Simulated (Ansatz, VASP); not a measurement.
This is a calculation of TaSbSe for VASP 6.6.1. The cell comes from a database or a generator and needn't be the stable form of this composition.

File INCAR:

```
PREC = Accurate
ENCUT = 600
EDIFF = 1E-7
ISMEAR = -1
SIGMA = 0.05
LREAL = F
LASPH = T
NELM = 100
ALGO = Normal
ISIF = 3
LWAVE = F
LCHARG = F
GGA = B5
ALDAX = 1.0
AGGAX = 1.0
AGGAC = 1.0
ALDAC = 0.0
IVDW = 13
VDW_S6 = 1.0
VDW_S8 = 2.34076671
VDW_A1 = 0.44488865
VDW_A2 = 4.0933009
IBRION = 2
NSW = 40
EDIFFG = -0.02
```

File KPOINTS:

```
Automatic mesh
0
Gamma
  7 7 5
```

The input POSCAR:

```
TaSbSe
1.0
    3.6296100000      0.0000000000      0.0000000000
    0.0000000000      3.6296100000      0.0000000000
    0.0000000000      0.0000000000      5.6345500000
Ta Sb Se
1 1 1
Direct
    0.0000000000      0.0000000000      0.0000000000
    0.0000000000      0.0000000000      0.5000000000
    0.5000000000      0.5000000000      0.0000000000
```

Potentials or basis: VASP PAW PBE potentials, release 64 (Ta_pv, Sb, Se).

Run with:

```console
$ cat potpaw_PBE.64/Ta_pv/POTCAR potpaw_PBE.64/Sb/POTCAR potpaw_PBE.64/Se/POTCAR > POTCAR
$ mpirun -np 1 vasp_std > vasp.out
```

Translate it to Ansatz 0.2.0. Potentials or basis there: Ansatz PAW, cutoff 420 eV.

As run (cutoffs and basis follow the program's own potentials, and thresholds, step limits or extra output files can differ):

File input.yaml:

```yaml
crystal:
  lattice:
    - [3.62961, 0.0, 0.0]
    - [0.0, 3.62961, 0.0]
    - [0.0, 0.0, 5.63455]
  atoms:
    - { symbol: Ta, position: [0.0, 0.0, 0.0] }
    - { symbol: Sb, position: [0.0, 0.0, 0.5] }
    - { symbol: Se, position: [0.5, 0.5, 0.0] }
hamiltonian:
  xc: blyp
  pseudopotentials: { kind: paw }
  dispersion: d4
kpoints:
  mp_grid: { grid: [7, 7, 5] }
scf:
  occupations: { method: fermi_dirac, width: 0.05 }
output:
  forces: true
  stress: true
  eigenvalues: true
  write_density: true
  write_potential: true
  elf: true
  volumetric_format: npy
relax:
  f_tol: 0.01
  max_steps: 40
  cell: { stress_tol: 0.05 }
```

Potentials or basis: Ansatz PAW.

Launch:

```bash
$ ansatz run input.yaml --threads 2 --pin off --max-ram 5632MiB --backend cpu --events-out ev --progress --plain --runs-dir out
```

Both were run:

|  | VASP | Ansatz |
| --- | --- | --- |
| Relaxed volume | 25.43 Å³/atom | 25.22 Å³/atom |
| Relaxed cell | a = 3.686 Å, b = 3.686 Å, c = 5.617 Å, α = 90.00°, β = 90.00°, γ = 90.00° | a = 3.674 Å, b = 3.674 Å, c = 5.606 Å, α = 90.00°, β = 90.00°, γ = 90.00° |
| Space group after relaxing | P4/mmm (No. 123) | P4/mmm (No. 123) |
| Pressure after relaxing | 0.0 GPa | 0.0 GPa |

Ansatz's pressure holds a Pulay term of +0.03 GPa for its cutoff of 420 eV, which the other run lacks.

The potentials hold 22 and 44 valence electrons a cell.

VASP's potentials were made for PBE. Ansatz's potentials were made for PBE.

Where Ansatz's input types no cutoff or centring, it takes its own default and a Γ-centred mesh.

Pressure is positive in compression.
